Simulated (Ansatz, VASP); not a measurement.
# Two plane-wave programs on BeZn2TeS2

```
CELL_PARAMETERS angstrom
4.32065 0.00000 0.00000
-2.16032 3.74179 0.00000
0.00000 0.00000 8.56462
ATOMIC_POSITIONS crystal
Be 0.33333 0.66667 0.50000
Zn 0.00000 0.00000 0.24587
Zn 0.00000 0.00000 0.75413
Te 0.33333 0.66667 0.00000
S 0.33333 0.66667 0.78948
S 0.33333 0.66667 0.21052
```

Alike in both runs: task single point; functional PBE; k mesh 6 × 6 × 2; occupations gaussian, width 0.1 eV; no spin polarisation.

|  | VASP | Ansatz |
| --- | --- | --- |
| version | VASP 6.6.1 | Ansatz 0.2.0 |
| potentials or method | VASP PAW PBE potentials, release 64 (Be, Zn, Te, S) | scalar-relativistic, plane waves, PAW |
| plane-wave cutoff (eV) | 520 | 420 |
| valence electrons in the cell | 44 | 54 |

|  | VASP | Ansatz | Ansatz less VASP |
| --- | --- | --- | --- |
| gap on the k mesh at the Fermi level (eV) | none | none | - |
| rms of the force components (eV/Å) | 9.689 | 9.665 | -0.0249 |

Atom by atom the forces differ by 0.027 eV/Å (rms over components). A gap of «none» marks a metal or a gap that the smearing closes. The functional is the same, so the differences come from potentials, cutoffs and numerics. The two sets of potentials don't hold the same shells in valence.

Caveats: the k mesh is coarse (spacing up to 0.37 Å⁻¹), so the values aren't converged; forces of over 1 eV/Å show positions far from the minimum, so gaps and moduli don't describe the material at rest. The runs have no spin-orbit coupling, so splittings on Te are missing.
